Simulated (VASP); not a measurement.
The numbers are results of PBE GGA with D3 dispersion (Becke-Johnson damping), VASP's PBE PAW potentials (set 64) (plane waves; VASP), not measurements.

VASP ran on this input.

**INCAR**
```
GGA=PE   # PBE
IVDW=12   # D3, Becke-Johnson
ALGO=Normal
EDIFF=1E-6
EDIFFG=-0.02
SIGMA=0.05
LWAVE=.FALSE.
ISIF=3
PREC=Accurate
ENCUT=520   # plane-wave cut-off (eV)
NELM=100   # most electronic steps
LREAL=.FALSE.   # projection in real space or not
LASPH=.TRUE.
IBRION=2   # conjugate gradients
NSW=60   # most ionic steps
LCHARG=.FALSE.
SYSTEM=SiO2
ISMEAR=0   # Gaussian
```

KPOINTS:
```
K-points
0
Gamma
5 5 7
0 0 0
```

**POSCAR**
```
SiO2
1
    4.2014118664    -0.0000000000     0.0000000000
    0.0000000000     4.2014118664     0.0000000000
    0.0000000000     0.0000000000     2.6868111130
Si O
2 4
Direct
  0.0000000000   0.0000000000   0.0000000000
  0.5000000000   0.5000000000   0.5000000000
  0.3060477278   0.3060477278   0.0000000000
  0.8060477278   0.1939522722   0.5000000000
  0.1939522722   0.8060477278   0.5000000000
  0.6939522722   0.6939522722   1.0000000000
```

POTCAR, in this order: Si O (PBE.64 set). Program: vasp_std.

The run wrote:

OSZICAR:
```
       N       E                     dE             d eps       ncg     rms          rms(c)
DAV:   1     0.166368149778E+03    0.16637E+03   -0.18283E+04   968   0.154E+03
DAV:   2    -0.438986783850E+02   -0.21027E+03   -0.20423E+03  1304   0.324E+02
DAV:   3    -0.508533284223E+02   -0.69547E+01   -0.69354E+01  1152   0.631E+01
DAV:   4    -0.509084948367E+02   -0.55166E-01   -0.55065E-01  1132   0.648E+00
DAV:   5    -0.509091034993E+02   -0.60866E-03   -0.60853E-03  1124   0.663E-01    0.172E+01
DAV:   6    -0.462563329147E+02    0.46528E+01   -0.18536E+01  1072   0.305E+01    0.774E+00
DAV:   7    -0.462806154945E+02   -0.24283E-01   -0.51631E-01  1144   0.510E+00    0.292E+00
DAV:   8    -0.462956433232E+02   -0.15028E-01   -0.18396E-02  1072   0.140E+00    0.109E+00
DAV:   9    -0.463023313248E+02   -0.66880E-02   -0.82357E-03  1104   0.987E-01    0.269E-01
DAV:  10    -0.463025593294E+02   -0.22800E-03   -0.72298E-04  1128   0.225E-01    0.463E-02
DAV:  11    -0.463025216053E+02    0.37724E-04   -0.17123E-04  1108   0.993E-02    0.646E-03
DAV:  12    -0.463025229501E+02   -0.13448E-05   -0.88579E-06  1096   0.222E-02    0.485E-03
DAV:  13    -0.463025227650E+02    0.18506E-06   -0.13401E-06   652   0.936E-03
   1 F= -.47718024E+02 E0= -.47718024E+02  d E =-.477180E+02
```

**OUTCAR**
```
------------------------ aborting loop because EDIFF is reached ----------------------------------------
 Edisp (eV)   -1.41550
  FORCE on cell =-STRESS in cart. coord.  units (eV):
  Direction    XX          YY          ZZ          XY          YZ          ZX
  --------------------------------------------------------------------------------------
  Total       0.01457     0.01457    -0.10459     0.00000     0.00000     0.00000
  in kB       0.49220     0.49220    -3.53332     0.00000     0.00000     0.00000
  external pressure =       -0.85 kB  Pullay stress =        0.00 kB
  volume of cell :       47.43
      direct lattice vectors                 reciprocal lattice vectors
     4.201411866  0.000000000  0.000000000     0.238015227  0.000000000  0.000000000
     0.000000000  4.201411866  0.000000000     0.000000000  0.238015227  0.000000000
     0.000000000  0.000000000  2.686811113     0.000000000  0.000000000  0.372188426
 POSITION                                       TOTAL-FORCE (eV/Angst)
 -----------------------------------------------------------------------------------
      0.00000      0.00000      0.00000         0.000000      0.000000      0.000000
      2.10071      2.10071      1.34341         0.000000      0.000000      0.000000
      1.28583      1.28583      0.00000        -0.007802     -0.007802     -0.000000
      3.38654      0.81487      1.34341        -0.007802      0.007802      0.000000
      0.81487      3.38654      1.34341         0.007802     -0.007802     -0.000000
      2.91558      2.91558      0.00000         0.007802      0.007802      0.000000
 -----------------------------------------------------------------------------------
    total drift:                                0.000000     -0.000000     -0.000000
  FREE ENERGIE OF THE ION-ELECTRON SYSTEM (eV)
  ---------------------------------------------------
  free  energy   TOTEN  =       -47.7180244727 eV

  energy  without entropy=      -47.7180244727  energy(sigma->0) =      -47.71802447

 reached required accuracy - stopping structural energy minimisation
```
(Selected blocks of OUTCAR.)

**OUTCAR**
```
 val. band max:        7.9952499879   @ k =   0.0000   0.0000   0.0000

 cond. band min:      13.2672766984   @ k =   0.0000   0.0000   0.0000


 Fermi energy:         8.2049482657

 k-point     1 :       0.0000    0.0000    0.0000
  band No.  band energies     occupation
      1     -14.3957      2.00000
      2     -10.8503      2.00000
      3     -10.8503      2.00000
      4     -10.6200      2.00000
      5      -2.7823      2.00000
      6       1.6655      2.00000
      7       1.6655      2.00000
      8       1.8998      2.00000
      9       2.6484      2.00000
     10       2.9785      2.00000
     11       4.8967      2.00000
     12       4.8967      2.00000
     13       5.4840      2.00000
     14       7.1288      2.00000
     15       7.1288      2.00000
     16       7.9952      2.00000
     17      13.2673      0.00000
     18      14.5951      0.00000
     19      16.3183      0.00000
     20      16.3183      0.00000

 k-point     2 :       0.2000    0.0000    0.0000
  band No.  band energies     occupation
      1     -14.1909      2.00000
      2     -11.6615      2.00000
      3     -10.7486      2.00000
      4     -10.2349      2.00000
      5      -2.4952      2.00000
      6       0.7077      2.00000
      7       1.8166      2.00000
      8       2.5598      2.00000
      9       2.8042      2.00000
     10       3.6851      2.00000
     11       4.5393      2.00000
     12       4.9842      2.00000
     13       5.5391      2.00000
     14       6.3166      2.00000
     15       7.0620      2.00000
     16       7.6932      2.00000
     17      13.8894      0.00000
     18      14.9270      0.00000
     19      16.4275      0.00000
     20      16.4428      0.00000

 k-point     3 :       0.4000    0.0000    0.0000
  band No.  band energies     occupation
      1     -13.6002      2.00000
      2     -12.7023      2.00000
      3     -10.4920      2.00000
      4     -10.2348      2.00000
      5      -1.7296      2.00000
...
```

The compound is SiO2 in the rutile structure, stishovite, a high-pressure form. It was relaxed first. The start is the result of an earlier pass.
